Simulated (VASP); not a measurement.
Output of a VASP run:

### OUTCAR
```
 ion  position               nearest neighbor table
   1  0.833  0.333  0.324-   5 3.12   8 3.12   7 3.12   4 3.19   4 3.19   3 3.19   3 3.19   2 3.19
                             2 3.19
   2  0.333  0.333  0.324-   6 3.12   7 3.12   8 3.12   3 3.19   3 3.19   4 3.19   4 3.19   1 3.19
                             1 3.19
   3  0.833  0.833  0.324-   7 3.12   6 3.12   5 3.12   2 3.19   2 3.19   1 3.19   1 3.19   4 3.19
                             4 3.19
   4  0.333  0.833  0.324-   8 3.12   5 3.12   6 3.12   1 3.19   1 3.19   2 3.19   2 3.19   3 3.19
                             3 3.19
   5  0.000  0.000  0.441-   1 3.12   4 3.12   3 3.12   9 3.12  12 3.12  11 3.12   8 3.19   8 3.19
                             7 3.19   7 3.19   6 3.19   6 3.19
   6  0.500  0.000  0.441-   2 3.12   3 3.12   4 3.12  10 3.12  11 3.12  12 3.12   7 3.19   7 3.19
                             8 3.19   8 3.19   5 3.19   5 3.19
   7  0.000  0.500  0.441-   3 3.12   2 3.12   1 3.12  11 3.12  10 3.12   9 3.12   6 3.19   6 3.19
                             5 3.19   5 3.19   8 3.19   8 3.19
   8  0.500  0.500  0.441-   4 3.12   1 3.12   2 3.12  12 3.12   9 3.12  10 3.12   5 3.19   5 3.19
                             6 3.19   6 3.19   7 3.19   7 3.19
   9  0.833  0.333  0.559-  13 3.12  16 3.12  15 3.12   5 3.12   8 3.12   7 3.12  12 3.19  12 3.19
                            11 3.19  11 3.19  10 3.19  10 3.19
  10  0.333  0.333  0.559-  14 3.12  15 3.12  16 3.12   6 3.12   7 3.12   8 3.12  11 3.19  11 3.19
                            12 3.19  12 3.19   9 3.19   9 3.19
  11  0.833  0.833  0.559-  15 3.12  14 3.12  13 3.12   7 3.12   6 3.12   5 3.12  10 3.19  10 3.19
                             9 3.19   9 3.19  12 3.19  12 3.19
  12  0.333  0.833  0.559-  16 3.12  13 3.12  14 3.12   8 3.12   5 3.12   6 3.12   9 3.19   9 3.19
                            10 3.19  10 3.19  11 3.19  11 3.19
  13  0.000  0.000  0.676-   9 3.12  12 3.12  11 3.12  16 3.19  16 3.19  15 3.19  15 3.19  14 3.19
                            14 3.19
  14  0.500  0.000  0.676-  17 2.52  10 3.12  11 3.12  12 3.12  15 3.19  15 3.19  16 3.19  16 3.19
                            13 3.19  13 3.19
  15  0.000  0.500  0.676-  17 2.52  11 3.12  10 3.12   9 3.12  14 3.19  14 3.19  13 3.19  13 3.19
                            16 3.19  16 3.19
  16  0.500  0.500  0.676-  17 2.52  12 3.12   9 3.12  10 3.12  13 3.19  13 3.19  14 3.19  14 3.19
                            15 3.19  15 3.19
  17  0.333  0.333  0.755-  14 2.52  15 2.52  16 2.52
  LATTYP: Found a hexagonal cell.
 ALAT       =     6.3898045059
 C/A-ratio  =     3.3708336906
 Subroutine PRICEL returns:
 Original cell was already a primitive cell.
 Subroutine GETGRP returns: Found  6 space group operations
The static configuration has the point symmetry C_3v.
The dynamic configuration has the point symmetry C_3v.
 Subroutine INISYM returns: Found  6 space group operations
 Subroutine IBZKPT returns following result:
 Found      5 irreducible k-points:

 Following reciprocal coordinates:
            Coordinates               Weight
  0.000000  0.000000  0.000000      1.000000
  0.200000  0.000000  0.000000      6.000000
  0.400000  0.000000  0.000000      6.000000
  0.400000  0.200000  0.000000      6.000000
 -0.400000  0.200000  0.000000      6.000000
   k-points           NKPTS =      5   k-points in BZ     NKDIM =      5   number of bands    NBANDS=     43
   number of dos      NEDOS =    301   number of ions     NIONS =     17
   total plane-waves  NPLWV = 110592
   dimension x,y,z NGX =    32 NGY =   32 NGZ =  108
   dimension x,y,z NGXF=    64 NGYF=   64 NGZF=  216
   ions per type =              16   1
   PREC   = normal    normal or accurate (medium, high low for compatibility)
   ISTART =      0    job   : 0-new  1-cont  2-samecut
   ICHARG =      2    charge: 1-file 2-atom 10-const
   ISPIN  =      1    spin polarized calculation?
   LNONCOLLINEAR =      F non collinear calculations
   LSORBIT =      F    spin-orbit coupling
   INIWAV =      1    electr: 0-lowe 1-rand  2-diag
   ENCUT  =  400.0 eV  29.40 Ry    5.42 a.u.  10.42 10.42 35.12*2*pi/ulx,y,z
   NELM   =    100;   NELMIN=  4; NELMDL= -5     # of ELM steps
   EDIFF  = 0.1E-04   stopping-criterion for ELM
   LREAL  =      F    real-space projection
   NLSPLINE    = F    spline interpolate recip. space projectors
   LMAXMIX     =    6 max onsite mixed and CHGCAR
   VOSKOWN=      0    Vosko Wilk Nusair interpolation
   EDIFFG = -.3E-01   stopping-criterion for IOM
   NSW    =     50    number of steps for IOM
   NBLOCK =      1;   KBLOCK =     50    inner block; outer block
   IBRION =      2    ionic relax: 0-MD 1-quasi-New 2-CG
   NFREE  =      1    steps in history (QN), initial steepest desc. (CG)
   ISIF   =      2    stress and relaxation
   ISYM   =      2    0-nonsym 1-usesym 2-fastsym
...
```

OSZICAR:
```
...
       N       E                     dE             d eps       ncg     rms          rms(c)
DAV:   1    -0.157513481523E+03   -0.33868E-02   -0.85304E-01   430   0.332E+00    0.319E-01
DAV:   2    -0.157519810999E+03   -0.63295E-02   -0.71722E-02   692   0.642E-01    0.290E-01
DAV:   3    -0.157521439113E+03   -0.16281E-02   -0.14167E-01   780   0.820E-01    0.327E-01
DAV:   4    -0.157514112885E+03    0.73262E-02   -0.33158E-02   764   0.443E-01    0.938E-02
DAV:   5    -0.157514120467E+03   -0.75824E-05   -0.52740E-03   708   0.168E-01    0.735E-02
DAV:   6    -0.157514023568E+03    0.96899E-04   -0.12967E-03   684   0.948E-02    0.318E-02
DAV:   7    -0.157514018214E+03    0.53539E-05   -0.20539E-04   596   0.447E-02    0.338E-02
DAV:   8    -0.157514024778E+03   -0.65645E-05   -0.46516E-05   452   0.204E-02
   7 F= -.15751402E+03 E0= -.15751313E+03  d E =-.183054E-01
       N       E                     dE             d eps       ncg     rms          rms(c)
DAV:   1    -0.157521535931E+03   -0.75177E-02   -0.10233E+00   430   0.374E+00    0.243E-01
DAV:   2    -0.157523740495E+03   -0.22046E-02   -0.37256E-02   708   0.461E-01    0.166E-01
DAV:   3    -0.157528404290E+03   -0.46638E-02   -0.64331E-02   780   0.526E-01    0.285E-01
DAV:   4    -0.157522827697E+03    0.55766E-02   -0.39222E-02   780   0.455E-01    0.105E-01
DAV:   5    -0.157522491801E+03    0.33590E-03   -0.48505E-03   732   0.174E-01    0.594E-02
DAV:   6    -0.157522482786E+03    0.90146E-05   -0.91070E-04   692   0.849E-02    0.307E-02
DAV:   7    -0.157522471125E+03    0.11662E-04   -0.13008E-04   588   0.327E-02    0.203E-02
DAV:   8    -0.157522473044E+03   -0.19197E-05   -0.49542E-05   468   0.189E-02
   8 F= -.15752247E+03 E0= -.15752213E+03  d E =-.844827E-02
       N       E                     dE             d eps       ncg     rms          rms(c)
DAV:   1    -0.157524947366E+03   -0.24762E-02   -0.32150E+00   430   0.664E+00    0.437E-01
DAV:   2    -0.157530656728E+03   -0.57094E-02   -0.11240E-01   708   0.806E-01    0.270E-01
DAV:   3    -0.157530899887E+03   -0.24316E-03   -0.65521E-02   740   0.499E-01    0.260E-01
DAV:   4    -0.157534017697E+03   -0.31178E-02   -0.76530E-02   756   0.586E-01    0.298E-01
DAV:   5    -0.157527809236E+03    0.62085E-02   -0.42190E-02   764   0.484E-01    0.948E-02
DAV:   6    -0.157527799305E+03    0.99309E-05   -0.31957E-03   732   0.163E-01    0.445E-02
DAV:   7    -0.157527776235E+03    0.23070E-04   -0.45962E-04   708   0.610E-02    0.226E-02
DAV:   8    -0.157527784257E+03   -0.80221E-05   -0.94004E-05   604   0.252E-02
   9 F= -.15752778E+03 E0= -.15752826E+03  d E =-.137595E-01
       N       E                     dE             d eps       ncg     rms          rms(c)
DAV:   1    -0.157530291592E+03   -0.25154E-02   -0.12930E+00   430   0.421E+00    0.294E-01
DAV:   2    -0.157536837174E+03   -0.65456E-02   -0.64210E-02   708   0.652E-01    0.274E-01
DAV:   3    -0.157537018006E+03   -0.18083E-03   -0.11770E-01   748   0.773E-01    0.303E-01
DAV:   4    -0.157531940607E+03    0.50774E-02   -0.35665E-02   715   0.411E-01    0.107E-01
DAV:   5    -0.157531592565E+03    0.34804E-03   -0.50543E-03   684   0.184E-01    0.573E-02
DAV:   6    -0.157531585990E+03    0.65751E-05   -0.89448E-04   612   0.877E-02    0.479E-02
DAV:   7    -0.157531592107E+03   -0.61169E-05   -0.11842E-04   636   0.302E-02    0.258E-02
DAV:   8    -0.157531592166E+03   -0.59797E-07   -0.60424E-05   476   0.187E-02
  10 F= -.15753159E+03 E0= -.15753220E+03  d E =-.380791E-02
```

### OUTCAR
```
------------------------ aborting loop because EDIFF is reached ----------------------------------------
  FORCE on cell =-STRESS in cart. coord.  units (eV):
  Direction    XX          YY          ZZ          XY          YZ          ZX
  --------------------------------------------------------------------------------------
  Total       -3.2928816     -3.2928815      0.1476676     -0.0000000     -0.0000000      0.0000000
  in kB       -6.9271728     -6.9271726      0.3106456     -0.0000000     -0.0000000      0.0000000
  external PRESSURE =      -4.5145666 kB  Pullay stress =       0.0000000 kB
  volume of cell :      761.61
      direct lattice vectors                 reciprocal lattice vectors
     6.389804572  0.000000000  0.000000000     0.156499309 -0.090354919  0.000000000
     3.194902286  5.533733008  0.000000000     0.000000000  0.180709839  0.000000000
     0.000000000  0.000000000 21.538968305     0.000000000  0.000000000  0.046427479
 POSITION                                       TOTAL-FORCE (eV/Angst)
 -----------------------------------------------------------------------------------
      6.38980      1.84603      7.08927        -0.000000     -0.011825      0.005877
      3.19490      1.84458      7.09607        -0.000000      0.000000     -0.013637
      7.98599      4.61071      7.08927         0.010241      0.005912      0.005877
      4.79361      4.61071      7.08927        -0.010241      0.005912      0.005877
      6.38980      0.00000      9.43872        -0.000000      0.000000      0.015130
      6.38980      5.52206      9.42232         0.000000      0.005462     -0.014490
      7.97714      2.77271      9.42232         0.004730     -0.002731     -0.014490
      4.80247      2.77271      9.42232        -0.004730     -0.002731     -0.014490
      6.38980      1.81570     12.09429        -0.000000     -0.023549     -0.012562
      3.19490      1.84458     11.98882        -0.000000      0.000000     -0.007512
      8.01226      4.62588     12.09429         0.020394      0.011775     -0.012562
      4.76734      4.62588     12.09429        -0.020394      0.011775     -0.012562
      6.38980      0.00000     14.56682        -0.000000      0.000000      0.013680
      3.19490      0.03430     14.42804        -0.000000     -0.006556      0.024701
      1.62716      2.74971     14.42804        -0.005677      0.003278      0.024701
      4.76265      2.74971     14.42804         0.005677      0.003278      0.024701
      3.19490      1.84458     16.38333        -0.000000      0.000000     -0.018240
 -----------------------------------------------------------------------------------
    total drift:                                0.000260      0.000150     -0.001114
  FREE ENERGIE OF THE ION-ELECTRON SYSTEM (eV)
  ---------------------------------------------------
  free  energy   TOTEN  =      -157.5315921664 eV

  energy  without entropy=     -157.5334089073  energy(sigma->0) =     -157.53219775

 reached required accuracy - stopping structural energy minimisation
```
(Selected blocks of OUTCAR.)

File POSCAR:
```
Hf16Si
1
    6.3898045719     0.0000000000     0.0000000000
    3.1949022860     5.5337330082     0.0000000000
    0.0000000000     0.0000000000    21.5389683049
Hf Si
16 1
Direct
 -0.1666670000   0.3333330000   0.3244500000
  0.3333330000   0.3333330000   0.3244500000
 -0.1666670000   0.8333330000   0.3244500000
  0.3333330000   0.8333330000   0.3244500000
  0.0000000000   0.0000000000   0.4414830000
  0.5000000000   0.0000000000   0.4414830000
  0.0000000000   0.5000000000   0.4414830000
  0.5000000000   0.5000000000   0.4414830000
 -0.1666670000   0.3333330000   0.5585170000
  0.3333330000   0.3333330000   0.5585170000
 -0.1666670000   0.8333330000   0.5585170000
  0.3333330000   0.8333330000   0.5585170000
  0.0000000000   0.0000000000   0.6755500000
  0.5000000000   0.0000000000   0.6755500000
  0.0000000000   0.5000000000   0.6755500000
  0.5000000000   0.5000000000   0.6755500000
  0.3333330000   0.3333330000   0.7550870000
```

**Question.** Reconstruct the remaining input files.

**Answer.** One answer among several that fit: the input of the run itself, PBE GGA, plane waves, VASP's PBE PAW potentials (set 64).

INCAR:
```
ALGO=Normal
DIPOL=0.5 0.5 0.5
EDIFF=1E-5
EDIFFG=-0.03
ENCUT=400
GGA=PE
IBRION=2
IDIPOL=3
ISIF=2
ISMEAR=1
LASPH=T
LCHARG=F
LDIPOL=T
LMAXMIX=6
LREAL=F
LWAVE=T
NELM=100
NELMIN=4
NSW=50
PREC=Normal
SIGMA=0.1
SYSTEM=Hf16Si
```

File KPOINTS:
```
kpoints
0
gamma
  5 5 1
0 0 0
```

POTCAR, in this order: Hf Si (PBE.64 set). Program: vasp_std.

The cell is a thin slab with vacuum, built from Hf (hcp): (001) face, Si adsorbed.
